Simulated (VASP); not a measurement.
MnZn, 2 atoms in the cell. Symmetry: P-6m2, No. 187, hexagonal system. The conventional cell has a = 2.641 Å, b = 2.641 Å, c = 4.401 Å, α = 90.00°, β = 90.00°, γ = 120.00°. Around Mn (site symmetry -6m2) lie 6 Mn at 2.64 Å and 6 Zn at 2.68 Å. Zn (site symmetry -6m2) is surrounded by 6 Zn at 2.64 Å and 6 Mn at 2.68 Å. The cell comes from a database or a generator and needn't be the stable form of this composition.

| Quantity | Value |
| --- | --- |
| Program | VASP 6.6.1 |
| Task | single point |
| Functional | LDA |
| Potentials or basis | VASP PAW LDA potentials, release 64 (Mn_pv, Zn) |
| Cutoff | 520 eV |
| k mesh | 15 × 15 × 8 |
| Occupations | fermi-dirac, width 0.08 eV |
| Spin | collinear spin, typed start |
| Starting moments | [4.0, 0.0] μB |
| Dipole correction | no |
| Further INCAR settings | ALGO = Normal; EDIFF = 1e-07; NBANDS = 24 |

Potentials or basis: VASP PAW LDA potentials, release 64 (Mn_pv, Zn).

The run is started by

```sh
$ cat potpaw_LDA.64/Mn_pv/POTCAR potpaw_LDA.64/Zn/POTCAR > POTCAR
$ mpirun -np 1 vasp_std > vasp.out
```

Hardware: 1 thread of Intel(R) Xeon(R) Platinum 8488C (Sapphire Rapids), with other jobs on the host.

Task: How long does it take, and how much memory?

Result: Run time: 2.1 min on 1 thread of Intel(R) Xeon(R) Platinum 8488C (Sapphire Rapids) (shared host), peak memory 0.23 GiB. Counts: scf iterations 16, k points 135.
